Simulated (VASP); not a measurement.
Runs of VASP 6.6.1 on Os. It takes space group P6_3/mmc (No. 194, hexagonal). Conventional cell: a = 2.734 Å, b = 2.734 Å, c = 4.320 Å, α = 90.00°, β = 90.00°, γ = 120.00°. Os (site symmetry -6m2) is surrounded by 12 Os at 2.68 to 2.73 Å. 

| level | potentials or basis | k mesh | cutoff (eV) | gap on the mesh (eV) | pressure (GPa) | relaxed volume (Å³/atom) |
| --- | --- | --- | --- | --- | --- | --- |
| r2SCAN | VASP PAW PBE potentials, release 64 (Os) | 15 × 15 × 9 | 600 | none | 0.0 | 14.05 |
| LDA | VASP PAW LDA potentials, release 64 (Os) | 15 × 15 × 9 | 600 | none | -0.1 | 13.74 |
| PBE | VASP PAW PBE potentials, release 64 (Os) | 15 × 15 × 9 | 600 | none | 0.0 | 14.27 |
| PBE | VASP PAW PBE potentials, release 64 (Os) | 8 × 8 × 5 | 300 | none | 0.0 | (b) |
| PBE+D3(BJ) | VASP PAW PBE potentials, release 64 (Os) | 15 × 15 × 9 | 600 | none | 0.0 | (a) |
| PBEsol | VASP PAW PBE potentials, release 64 (Os) | 15 × 15 × 9 | 600 | none | -0.1 | 13.91 |

Alike in all rows: task relaxation of cell and atoms; no spin polarisation; cell relaxed; smearing methfessel-paxton 0.1 eV.

**Question.** Fill in the values left out.

**Answer.** (a) 14.02; (b) 14.19.

Caveats: the PAW data sets were made with another functional, which shifts forces and pressure a little (some runs); pairwise dispersion overbinds metals, which lowers pressure and volume (some runs).

A k mesh can miss the band edges, and the runs leave out spin-orbit coupling on Os.

A gap of «none» marks a metal or a gap under the smearing width.

Not every run made on this cell is shown here.
